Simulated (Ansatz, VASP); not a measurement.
# W2SNO (W2NOS MXene monolayer): VASP beside Ansatz, part 2 of 2

Wanted: the spread between two codes on one cell, functional and k mesh. The structure shown is the start of the Ansatz relaxation below; VASP solves that cell, so the two are compared at the walk's first step.

VASP 6.6.1 and Ansatz 0.2.0.

So far: The structure; Ansatz: relaxation, PBE with D3(BJ).

**3. VASP: single point, PBE with D3(BJ), start cell**

Level of this step: PBE with D3(BJ), zero-moment start; plane waves and PAW (S, W, N, O) (VASP).

The same cell, functional, mesh and smearing now go to VASP, with its own data sets.

Lines of VASP's logs that name or quote its potential files are left out, and so is its time.

File INCAR:

```
SYSTEM = W2SNO
PREC = Accurate
ENCUT = 520
EDIFF = 1E-06
NELM = 200
ISMEAR = -1
SIGMA = 0.05
LREAL = .FALSE.
ALGO = Normal
GGA = PE
IVDW = 12
NBANDS = 23
ISPIN = 2
MAGMOM = -0 0 0 0 -0
LASPH = .TRUE.
LMAXMIX = 4
LORBIT = 11
LWAVE = .FALSE.
LCHARG = .FALSE.
ISIF = 2
LDIPOL = .TRUE.
IDIPOL = 3
DIPOL = 0.5 0.5 0.505
LVHAR = .TRUE.
GGA_COMPAT = .FALSE.
NELMDL = -8
KPAR = 2
```

File POSCAR:

```
W2SNO
1.0
    3.0539080000      0.0000000000      0.0000000000
   -1.5269540000      2.6447620000      0.0000000000
    0.0000000000      0.0000000000     41.7671110000
S W N O
1 2 1 1
Direct
    0.3333333964      0.6666667927      0.4357495542
    0.6666666036      0.3333332073      0.4784533457
    0.3333333964      0.6666667927      0.5361538173
    0.0000000000      0.0000000000      0.5073035815
    0.6666666036      0.3333332073      0.5642504458
```

File KPOINTS:

```
Automatic mesh
0
Gamma
12 12 1
0 0 0
```

The projector-augmented-wave data sets are S, W, N and O (PBE family, release 64).

The run is started by

```sh
mpirun -np 2 vasp_std
```

Numbers of over 12 decimals in the logs are rounded to 6 here.

The program printed:

```text
[banner, memory and clock lines left out]
running    2 mpi-ranks, on    1 nodes
 distrk:  each k-point on    1 cores,    2 groups
 distr:  one band on    1 cores,    1 groups

 POSCAR found type information on POSCAR S W N O
 POSCAR found :  4 types and       5 ions
 LDA part: xc-table for (Slater+PW92), standard interpolation
 POSCAR, INCAR and KPOINTS ok, starting setup
 FFT: planning ... GRIDC
 FFT: planning ... GRID_SOFT
 FFT: planning ... GRID
 WAVECAR not read
 entering main loop
       N       E                     dE             d eps       ncg     rms          rms(c)
DAV:   1     0.249163943816E+03    0.24916E+03   -0.99061E+03  1820   0.906E+02
DAV:   2    -0.111134880294E+02   -0.26028E+03   -0.24541E+03  2739   0.212E+02
DAV:   3    -0.505987170063E+02   -0.39485E+02   -0.38554E+02  2297   0.979E+01
DAV:   4    -0.519244029983E+02   -0.13257E+01   -0.13000E+01  2563   0.210E+01
DAV:   5    -0.519501204771E+02   -0.25717E-01   -0.25622E-01  2405   0.259E+00
DAV:   6    -0.519507560518E+02   -0.63557E-03   -0.63526E-03  2602   0.418E-01
DAV:   7    -0.519507757394E+02   -0.19688E-04   -0.19685E-04  2419   0.633E-02
DAV:   8    -0.519507765587E+02   -0.81932E-06   -0.81926E-06  2441   0.120E-02    0.446E+01
DAV:   9    -0.464525298854E+02    0.54982E+01   -0.30477E+01  2446   0.335E+01    0.165E+01
DAV:  10    -0.509572634979E+02   -0.45047E+01   -0.22503E+01  2726   0.308E+01    0.149E+01
DAV:  11    -0.492663432261E+02    0.16909E+01   -0.48748E+01  2972   0.383E+01    0.122E+01
DAV:  12    -0.457428180999E+02    0.35235E+01   -0.25788E+01  2666   0.230E+01    0.369E+00
DAV:  13    -0.455680546759E+02    0.17476E+00   -0.11600E+00  2512   0.648E+00    0.135E+00
DAV:  14    -0.455475134561E+02    0.20541E-01   -0.98753E-02  2303   0.210E+00    0.104E+00
[...]
DAV:  24    -0.455388362819E+02   -0.29602E-04   -0.24445E-06  2088   0.583E-03    0.559E-03
DAV:  25    -0.455388549567E+02   -0.18675E-04   -0.14706E-06  1896   0.526E-03    0.280E-03
DAV:  26    -0.455388668117E+02   -0.11855E-04   -0.39010E-07  1686   0.273E-03    0.330E-03
DAV:  27    -0.455388733758E+02   -0.65641E-05   -0.16907E-07  1574   0.184E-03    0.169E-03
DAV:  28    -0.455388770199E+02   -0.36440E-05   -0.12087E-07  1560   0.162E-03    0.101E-03
DAV:  29    -0.455388806571E+02   -0.36373E-05   -0.89152E-08  1532   0.132E-03    0.810E-04
DAV:  30    -0.455388823981E+02   -0.17410E-05   -0.80408E-08  1518   0.993E-04    0.143E-03
DAV:  31    -0.455388830075E+02   -0.60938E-06   -0.22333E-08  1378   0.504E-04
   1 F= -.47042204E+02 E0= -.47025811E+02  d E =-.327856E-01  mag=    -0.0000
```

Parts of OUTCAR (step 3):

```text
ion  position               nearest neighbor table
   1  0.333  0.667  0.436-   2 2.51   2 2.51   2 2.51
   2  0.667  0.333  0.478-   4 2.14   4 2.14   4 2.14   1 2.51   1 2.51   1 2.51   3 2.99   3 2.99
                             3 2.99
   3  0.333  0.667  0.536-   5 2.12   5 2.12   5 2.12   4 2.14   4 2.14   4 2.14   2 2.99   2 2.99
                             2 2.99
   4  0.000  0.000  0.507-   2 2.14   3 2.14   3 2.14   2 2.14   2 2.14   3 2.14
   5  0.667  0.333  0.564-   3 2.12   3 2.12   3 2.12

  LATTYP: Found a hexagonal cell.
 ALAT       =     3.0539080000
 C/A-ratio  =    13.6766107558

 Subroutine GETGRP returns: Found  6 space group operations
 (whereof  6 operations were pure point group operations)

The static configuration has the point symmetry C_3v.

 Found     19 irreducible k-points:

   k-points           NKPTS =     19   k-points in BZ     NKDIM =     19   number of bands    NBANDS=     23

   dimension x,y,z NGX =    24 NGY =   24 NGZ =  320
   dimension x,y,z NGXF=    48 NGYF=   48 NGZF=  640

   ENCUT  =  520.0 eV  38.22 Ry    6.18 a.u.   5.68  5.68 77.66*2*pi/ulx,y,z

   NELECT =      29.0000    total number of electrons

 k-points in reciprocal lattice and weights: Automatic mesh
   0.00000000  0.00000000  0.00000000       0.007
   0.08333333  0.00000000  0.00000000       0.042
   0.16666667  0.00000000  0.00000000       0.042
   0.25000000 -0.00000000  0.00000000       0.042
   0.33333333 -0.00000000  0.00000000       0.042
   0.41666667  0.00000000  0.00000000       0.042
   0.50000000 -0.00000000  0.00000000       0.021
   0.08333333  0.08333333  0.00000000       0.042
   0.16666667  0.08333333  0.00000000       0.083
[...]
0.33333333  0.25000000  0.00000000       0.083
   0.33333333  0.33333333  0.00000000       0.014

 dipolmoment           0.000000      0.000000      0.050239 electrons x Angstroem

 average (electrostatic) potential at core
       1 -95.1662       2 -49.9554       3 -50.4801       4 -74.1904       5 -79.6200

 E-fermi :  -2.8712

 spin component 1
 k-point     1 :       0.0000    0.0000    0.0000
  band No.  band energies     occupation
    ...
     11      -5.0986      1.00000
     12      -5.0986      1.00000
     13      -4.8016      1.00000
     14      -4.0454      1.00000
     15      -4.0454      1.00000
     16      -2.8070      0.21668
     17      -2.8070      0.21668
     18      -2.7322      0.05842
     19      -1.0118      0.00000
     20      -1.0118      0.00000
    ...

 k-point     2 :       0.0833    0.0000    0.0000
  band No.  band energies     occupation
    ...
     12      -5.2199      1.00000
     13      -4.8868      1.00000
     14      -3.8554      1.00000
     15      -3.8301      1.00000
     16      -2.9044      0.66022
     17      -2.7017      0.03262
     18      -2.4161      0.00011
     19      -1.2665      0.00000
     20      -0.9980      0.00000
     21      -0.0724      0.00000
    ...

 k-point     3 :       0.1667    0.0000    0.0000
  band No.  band energies     occupation
    ...
     12      -5.3910      1.00000
     13      -5.2391      1.00000
     14      -3.6554      1.00000
     15      -3.5990      1.00000
     16      -2.9939      0.92085
     17      -2.2193      0.00000
     18      -1.9342      0.00000
     19      -1.2757      0.00000
     20      -0.9750      0.00000
     21       0.2754      0.00000
    ...

 k-point     4 :       0.2500   -0.0000    0.0000
  band No.  band energies     occupation
    ...
     12      -5.9448      1.00000
     13      -5.1334      1.00000
     14      -3.4009      0.99997
     15      -3.3541      0.99994
     16      -3.0502      0.97285
     17      -1.7355      0.00000
     18      -1.6239      0.00000
     19      -0.8706      0.00000
     20      -0.3565      0.00000
     21       0.2868      0.00000
    ...

 k-point     5 :       0.3333   -0.0000    0.0000
  band No.  band energies     occupation
    ...
     10      -7.9047      1.00000
     11      -6.8202      1.00000
     12      -6.2711      1.00000
     13      -5.0998      1.00000
     14      -3.2899      0.99977
     15      -2.8064      0.21492
     16      -2.7126      0.04021
     17      -1.4855      0.00000
     18      -1.2959      0.00000
     19      -0.5608      0.00000
    ...

 k-point     6 :       0.4167    0.0000    0.0000
  band No.  band energies     occupation
    ...
     10      -7.8178      1.00000
     11      -6.8348      1.00000
     12      -6.3699      1.00000
     13      -5.1044      1.00000
     14      -3.3848      0.99997
     15      -2.1526      0.00000
     16      -2.0704      0.00000
     17      -1.1633      0.00000
     18      -1.0852      0.00000
     19      -0.3031      0.00000
    ...

 Edisp (eV)   -1.50332

  Total      -1.17271    -1.17271    -2.85943     0.00000     0.00000     0.00000
  in kB      -5.56961    -5.56961   -13.58041     0.00000     0.00000     0.00000
  external pressure =       -8.24 kB  Pullay stress =        0.00 kB

  energy-cutoff  :      520.00
  volume of cell :      337.35
      direct lattice vectors                 reciprocal lattice vectors
     3.053908000  0.000000000  0.000000000     0.327449288  0.189052928  0.000000000
    -1.526954000  2.644762000  0.000000000     0.000000000  0.378105856  0.000000000
     0.000000000  0.000000000 41.767111000     0.000000000  0.000000000  0.023942283

 POSITION                                       TOTAL-FORCE (eV/Angst)
 -----------------------------------------------------------------------------------
      0.00000      1.76317     18.20000         0.000000     -0.000000      2.029912
      1.52695      0.88159     19.98361        -0.000000     -0.000000     -3.065849
      0.00000      1.76317     22.39360        -0.000000     -0.000000      1.357694
      0.00000      0.00000     21.18860        -0.000000     -0.000000      0.546043
      1.52695      0.88159     23.56711         0.000000      0.000000     -0.867800
 -----------------------------------------------------------------------------------
    total drift:                                0.000000      0.000244     -0.000651

  FREE ENERGIE OF THE ION-ELECTRON SYSTEM (eV)
  ---------------------------------------------------
  free  energy   TOTEN  =       -47.0422038114 eV

  energy  without entropy=      -47.0094182586  energy(sigma->0) =      -47.02581103

 vacuum level on the upper side and lower side of the slab         2.998         1.872

 total charge
# of ion       s       p       d       tot
------------------------------------------
    1        1.373   2.294   0.000   3.667
    2        0.533   0.682   4.273   5.488
    3        0.532   0.701   4.182   5.415
    4        1.231   2.552   0.000   3.783
    5        1.576   3.379   0.000   4.955
--------------------------------------------------
tot          5.245   9.608   8.455  23.308

 magnetization (x)
# of ion       s       p       d       tot
------------------------------------------
    1       -0.000   0.000   0.000   0.000
    2       -0.000  -0.000  -0.000  -0.000
    3       -0.000  -0.000  -0.000  -0.000
    4       -0.000  -0.000   0.000  -0.000
    5       -0.000   0.000   0.000   0.000
--------------------------------------------------
tot         -0.000  -0.000  -0.000  -0.000

[... 3 further parts left out ...]
```

This run allows spin, but its moments start at zero, where symmetry between the spins tends to hold them, although W can carry a moment. Its electron count is odd, so without a moment it is a metal by construction. The data set W keeps the semicore shell frozen, which is cheaper and a little less accurate.

**4. Comparison**

Known differences besides the potentials themselves: Ansatz cuts the interaction across the vacuum, VASP repeats the sheet with a dipole correction; the data sets hold 45 valence electrons in Ansatz (on its default PAW (the set named soft_2) files) and 29 in VASP; the cutoff is 420 eV in Ansatz and 520 eV in VASP. Total energies have different zeros and are not compared.

Forces (eV/Å; atoms numbered as in POSCAR):

```csv
atom,"Ansatz x, y, z","VASP x, y, z"
S1,"0.000, 0.000, 1.980","0.000, 0.000, 2.030"
W2,"0.000, 0.000, -3.025","0.000, 0.000, -3.066"
W3,"0.000, 0.000, 1.362","0.000, 0.000, 1.358"
N4,"0.000, 0.000, 0.568","0.000, 0.000, 0.546"
O5,"0.000, 0.000, -0.886","0.000, 0.000, -0.868"
```

The forces differ by 18 meV/Å r.m.s., which is 1.7 % of the r.m.s. force of 1.046 eV/Å (both taken over all components). Moments aren't recorded for both runs of this pair, so they may hold unlike magnetic states. With vacuum in the cell, a pressure given here is an average over mostly empty space and none of the material.

**5. Results**

```
r.m.s. force difference (single point, PBE with D3(BJ), start cell) : 1.7 % of the r.m.s. force
```

What this shows: The r.m.s. force difference is 1.7 % of the r.m.s. force (single point, PBE with D3(BJ), start cell), within the 3 % picked in this series as the mark of a large difference. The data sets hold unlike numbers of valence electrons (45 in Ansatz and 29 in VASP), so part of the differences comes from the potentials. 1 further run of this series is not shown here. Such differences can come from data sets, numerical settings and the points named under the comparisons, not from the functional's error against experiment.

[Lines on the potential files, build, host, timing and source positions are cut from VASP's logs without a mark.]

[Logs are printed without paths, hosts, clocks, repeated set-up lines and the standing remarks that a program may print on its own settings, such as how far it seeks lower states.]

[Hosts, paths, dates, database ids (printed as entryN), source tags and the programs' standing remarks are cut or masked in the printed files.]
